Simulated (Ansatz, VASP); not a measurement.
# Sb (Antimony) in two plane-wave programs, part 2 of 2

Wanted: the spread between two codes on one cell, functional and k mesh. Of the first pair: The structure shown is the start of the Ansatz relaxation below; VASP solves that cell, so the two are compared at the walk's first step.

VASP 6.6.1 and Ansatz 0.2.0.

So far. Step 3 (VASP: single point, LDA, start cell): The run ends at a pressure of -2.37 GPa, with forces up to 0.027 eV/Å.

## 6. Ansatz: zone-centre phonons, LDA

Level of this step: Ansatz beside VASP: Kohn-Sham DFT, plane waves, LDA (Ansatz).

Second derivatives magnify differences that forces hide, and they need a tight electronic threshold. The cell compared in this pair holds 52.55 Å³, against 61.90 Å³ for the pair before.

The cell is taken from a series of runs on this material, whose earlier steps may have relaxed, scaled, displaced or heated it; both programs get it as it stands.

The input, input.yaml:

```yaml
crystal:
  lattice:
    - [2.0934406956, 1.2086485491, 3.4616473188]
    - [-2.0934406956, 1.2086485491, 3.4616473188]
    - [0.0, -2.4172970983, 3.4616473188]
  atoms:
    - { symbol: Sb, position: [0.2415182174, 0.2415182174, 0.2415182174] }
    - { symbol: Sb, position: [0.7584817826, 0.7584817826, 0.7584817826] }
kpoints:
  mp_grid: { grid: [12, 12, 12] }
hamiltonian:
  xc: lda
  pseudopotentials: { kind: paw, azcp: { folder: soft_1 }, xc_functional: pbe }
scf:
  occupations: { method: methfessel_paxton, width: 0.2 }
output:
  eigenvalues: true
phonons:
  method: dfpt
```

Launch:

```sh
ansatz run input.yaml --threads 4 --pin off --max-ram 10240MiB --backend cpu --events-out ev --progress --plain --runs-dir out
```

Numbers of over 12 decimals in the logs are rounded to 6 here.

The program printed:

```text
[...]
Crystal: 2 atoms, lattice volume = 52.553 Å³
Basis set: ecut = 420 eV, 989 PW (Γ), exchange–correlation on 60×60×60 points (8 copies of the dense FFT grid, shifted against one another)
Bands: 19, of which v1, the nominal top of the filled ones, is band 15 counted from 1 (14 counted from 0)
Symmetry: 12 space group operations
k-points: 476 of 1728 (irreducible under 2 space group operations, time reversal used)
[...]
k mesh reduced under 2 symmetry operations, with k and −k counted as one. Each operation leaves every solved perturbation unchanged. A smaller set is not used because it would not reduce the number of displacements times k-points to solve
  ASR residual: 3.615e-5 → 0.000e0 eV/Å²; symmetrization residual: 1.264e-5 eV/Å²
  ASR residual per site (eV/Å²): 3.61e-5 3.61e-5
  Γ frequencies (cm⁻¹): 0.00 0.00 0.00 71.22 71.22 107.59
  non-analytic LO–TO correction: not included (Born effective charges unavailable; polar crystals: no LO–TO splitting at Γ)
[key lines of the parts left out:]
SCF converged after 10 iterations
Free energy (F): -12671.663440 eV
Fermi energy:    12.032264 eV
```

## 7. VASP: zone-centre phonons, LDA

The same cell, functional (in two slightly different forms), mesh and smearing now go to VASP, with its own data sets.

The input, INCAR:

```
SYSTEM = Sb
PREC = Accurate
ENCUT = 500
EDIFF = 1E-08
NELM = 120
ISMEAR = 1
SIGMA = 0.2
LREAL = .FALSE.
ALGO = Normal
GGA = CA
NBANDS = 11
LORBIT = 11
LWAVE = .FALSE.
LCHARG = .FALSE.
ISIF = 2
IBRION = 8
LASPH = .TRUE.
GGA_COMPAT = .FALSE.
KPAR = 2
```

The input, POSCAR:

```
Sb
1.0
    2.0934406956      1.2086485491      3.4616473188
   -2.0934406956      1.2086485491      3.4616473188
    0.0000000000     -2.4172970983      3.4616473188
Sb
2
Direct
    0.2415182174      0.2415182174      0.2415182174
    0.7584817826      0.7584817826      0.7584817826
```

The input, KPOINTS:

```
Automatic mesh
0
Gamma
12 12 12
0 0 0
```

The projector-augmented-wave data sets are Sb (LDA family, release 64).

Launch:

```sh
mpirun -np 2 vasp_std
```

The program printed:

```text
[... set-up lines as in an earlier step ...]
 entering main loop
       N       E                     dE             d eps       ncg     rms          rms(c)
DAV:   1     0.369774555922E+02    0.36977E+02   -0.35295E+03  4158   0.699E+02
DAV:   2    -0.760979486236E+01   -0.44587E+02   -0.43231E+02  5437   0.118E+02
DAV:   3    -0.952495991992E+01   -0.19152E+01   -0.18579E+01  5070   0.274E+01
DAV:   4    -0.954549629516E+01   -0.20536E-01   -0.20517E-01  4687   0.309E+00
[...]
DAV:   9    -0.951824786967E+01   -0.24964E-05   -0.95017E-06  4703   0.203E-02    0.686E-03
DAV:  10    -0.951824767434E+01    0.19532E-06   -0.11046E-06  4668   0.582E-03    0.155E-03
DAV:  11    -0.951824768303E+01   -0.86898E-08   -0.66185E-08  4753   0.166E-03
   1 F= -.95182477E+01 E0= -.95186324E+01  d E =0.115408E-02
 Linear response reoptimize wavefunctions to high precision
DAV:   1    -0.951824768339E+01   -0.35607E-09   -0.61813E-09  4786   0.432E-04
DAV:   2    -0.951824768340E+01   -0.10346E-10   -0.30838E-10  2565   0.126E-04
 Linear response DOF=           2
 Linear response progress:
[...]
RMM:   8    -0.258090097774E-01   -0.13216E-06   -0.45147E-08 33475   0.505E-05    0.259E-05
RMM:   9    -0.258090429151E-01   -0.33138E-07   -0.77277E-09 33306   0.218E-05    0.186E-06
RMM:  10    -0.258090406344E-01    0.22807E-08   -0.10894E-09 32435   0.107E-05    0.735E-07
 first order change of Fermi-energy  -0.51709E-05
 force on displaced ion       1 direction 1 :  -1.485  -0.000   0.000
 Linear response progress:
  Degree of freedom:   2/  2
       N       E                     dE             d eps       ncg     rms          rms(c)
RMM:   1    -0.269709459216E-01   -0.26971E-01    0.98539E-03  8208   0.129E+00
RMM:   2    -0.255117469083E-01    0.14592E-02   -0.19432E-03  6561   0.281E-01    0.558E-02
RMM:   3    -0.254961353498E-01    0.15612E-04   -0.38265E-05  6864   0.451E-02    0.334E-02
RMM:   4    -0.255447449441E-01   -0.48610E-04   -0.19691E-05  6700   0.243E-02    0.542E-03
[...]
RMM:   8    -0.255618743009E-01   -0.64705E-07   -0.13516E-09  7171   0.435E-05    0.263E-05
RMM:   9    -0.255618931684E-01   -0.18867E-07   -0.33863E-09  7189   0.219E-05    0.111E-05
RMM:  10    -0.255618840024E-01    0.91660E-08   -0.30129E-09  7045   0.119E-05    0.130E-06
 first order change of Fermi-energy  -0.10551E+01
 force on displaced ion       1 direction 3 :   0.000   0.000  -2.835
 Linear response finished
```

OUTCAR, selected parts (step 7):

```text
  Total        2.2593885      2.2593885      2.2410798      0.0000000     -0.0000000      0.0000000
  in kB       68.8821564     68.8821564     68.3239776      0.0000000     -0.0000000      0.0000000
  external PRESSURE =      68.6960968 kB  Pullay stress =       0.0000000 kB

 POSITION                                       TOTAL-FORCE (eV/Angst)
 -----------------------------------------------------------------------------------
      0.00000     -0.00000      2.50815         0.000000     -0.000000      0.058749
      0.00000     -0.00000      7.87679         0.000000      0.000000     -0.058749
 -----------------------------------------------------------------------------------
    total drift:                               -0.000000     -0.000000      0.000000

[... 1 part as in an earlier step ...]

[... 1 further part left out ...]
```

## 8. Differences

What differs besides the data sets and the points named for the pairs above, as far as they apply: the data sets hold 30 valence electrons in Ansatz (on its PAW soft_1 files) and 10 in VASP; the cutoff is 420 eV in Ansatz and 500 eV in VASP. Total energies have different zeros and are not compared.

Both answers:

| quantity | Ansatz | VASP | difference |
| --- | --- | --- | --- |
| optical mode 1 to 2 (cm⁻¹) | 71.2 | 81.4 | -12.55 % |
| optical mode 3 (cm⁻¹) | 107.6 | 112.5 | -4.39 % |

Modes are paired by rising frequency, not by their patterns, so a pair may set unlike modes beside each other; they are those without the splitting of longitudinal modes.

## 9. Outcome

| Item | Value |
| --- | --- |
| r.m.s. force difference (single point, LDA, start cell) | 35 meV/Å |
| r.m.s. difference of the optical zone-centre modes, each program's sorted by frequency (zone-centre phonons, LDA) | 8.8 cm⁻¹ |
| difference in optical mode 1 to 2 (zone-centre phonons, LDA) | -12.6 % |

The r.m.s. force difference is 35 meV/Å (single point, LDA, start cell), beyond the 12 meV/Å picked in this series as the mark of a large difference. The data sets hold unlike numbers of valence electrons (30 in Ansatz and 10 in VASP), so part of the differences comes from the potentials. For single point, LDA, start cell, no further run moves any of the tabulated differences by more than a quarter of its size. Among the rows given in per cent, the largest difference of the zone-centre phonons, LDA pair is in optical mode 1 to 2, -12.6 %. What causes the difference of the zone-centre phonons, LDA pair stays open here. Such differences can come from data sets, numerical settings and the points named under the comparisons, not from the functional's error against experiment.

[Lines on the potential files, build, host, timing and source positions are cut from VASP's logs without a mark.]

[Logs are printed without paths, hosts, clocks, repeated set-up lines and the standing remarks that a program may print on its own settings, such as how far it seeks lower states.]

[Hosts, paths, dates, database ids (printed as entryN), source tags and the programs' standing remarks are cut or masked in the printed files.]
